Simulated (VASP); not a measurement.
Here is a VASP 6.6.1 calculation.

Contents of INCAR:

```
SYSTEM = Fe2O3
ALGO = Normal ; AMIX = 0.2
AMIX_MAG = 0.8 ; BMIX = 1E-4
BMIX_MAG = 1E-4 ; EDIFF = 1E-6
EDIFFG = -0.01 ; ENCUT = 600
GGA = PE ; IBRION = 2
ISIF = 3 ; ISMEAR = 1
ISPIN = 2 ; LASPH = .TRUE.
LCHARG = .FALSE. ; LDAU = .TRUE.
LDAUJ = 0 0 ; LDAUL = 2 -1
LDAUPRINT = 1 ; LDAUTYPE = 2
LDAUU = 5.3 0 ; LMAXMIX = 4
LORBIT = 11 ; LREAL = .FALSE.
LUSENCCL = .FALSE. ; LWAVE = .FALSE.
MAGMOM = 4 4 4 4 0 0 0 0 0 0 ; NELM = 150
NSW = 90 ; PREC = Accurate
SIGMA = 0.1
```

The input KPOINTS:

```
k-points
0
G
  9 9 9
  0 0 0
```

Contents of POSCAR:

```
Fe2O3
1.0
    2.5190000000      1.4543453300      4.5906666700
   -2.5190000000      1.4543453300      4.5906666700
    0.0000000000     -2.9086906600      4.5906666700
Fe O
4 6
Direct
    0.3553000000      0.3553000000      0.3553000000
    0.1447000000      0.1447000000      0.1447000000
    0.6447000000      0.6447000000      0.6447000000
    0.8553000000      0.8553000000      0.8553000000
    0.5559000000      0.9441000000      0.2500000000
    0.2500000000      0.5559000000      0.9441000000
    0.9441000000      0.2500000000      0.5559000000
    0.4441000000      0.0559000000      0.7500000000
    0.7500000000      0.4441000000      0.0559000000
    0.0559000000      0.7500000000      0.4441000000
```

Potentials or basis: VASP PAW PBE potentials, release 64 (Fe, O).

The run is started by

```console
$ cat potpaw_PBE.64/Fe/POTCAR potpaw_PBE.64/O/POTCAR > POTCAR
$ mpirun -np 1 vasp_std > vasp.out
```

Question: Estimate the net moment.

Answer: 20.00 μB per cell.

Question: Predict the space group after relaxing (to 0.05 Å).

Answer: R-3c (No. 167).

Question: Predict the relaxed cell.

Answer: a = 5.475 Å, b = 5.475 Å, c = 5.475 Å, α = 55.63°, β = 55.63°, γ = 55.63°.

Question: Estimate the band gap on the k mesh.

Answer: 1.66 eV, indirect (least direct gap 1.81 eV).

The path:
| step | energy change (eV) | largest force (eV/Å) | pressure (GPa) | volume (Å³) |
| --- | --- | --- | --- | --- |
| 1 | 0.0000 | 0.4158 | 6.82 | 100.91 |
| 2 | -0.0486 | 0.0846 | -5.26 | 107.31 |
| 3 | -0.0941 | 0.1996 | -0.69 | 104.60 |
| 4 | -0.0940 | 0.2034 | -0.45 | 104.52 |
| 5 | -0.1015 | 0.0795 | 0.01 | 104.20 |
| 6 | -0.1022 | 0.0311 | 0.27 | 104.08 |
| 7 | -0.1024 | 0.0117 | -0.18 | 104.32 |
| 8 | -0.1024 | 0.0143 | -0.08 | 104.29 |
| 9 | -0.1024 | 0.0133 | -0.15 | 104.30 |
| 10 | -0.1026 | 0.0062 | -0.06 | 104.28 |

Caveat: an odd mesh through Γ misses points on the zone boundary, where band edges often lie; only a ferromagnetic start was run, and an antiferromagnetic order may lie lower in energy. PBE usually gives volumes a little too large and moduli too small.
